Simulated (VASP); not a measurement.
Given:

```xyz
1
Lattice="2.6717 0.0000 0.0000 0.0000 2.6717 0.0000 0.0000 0.0000 2.6717" Properties=species:S:1:pos:R:3 pbc="T T T"
Ge     0.0000     0.0000     0.0000
```

Computed with r2SCAN meta-GGA, VASP's PBE PAW potentials (set 64) (plane waves; VASP). Settings: 400 eV cut-off, 15×15×15 Γ-centred mesh, tetrahedra with Blöchl corrections, potentials Ge_d.

Give the energies of bands 6 to 9 at the high-symmetry points, in eV from the Fermi level.

```csv
band,Γ,X,M,R
6,-13.70,-9.57,-5.11,0.20
7,7.18,-6.11,-2.85,0.26
8,7.18,10.38,-2.85,0.26
9,7.18,10.38,3.51,0.26
```

It has no gap at this level: it comes out as a metal or semimetal.

The structure was generated: Ge was put into the simple-cubic type (Pm-3m), which need not be its known phase. It was relaxed first, which changed the volume by -13 %.
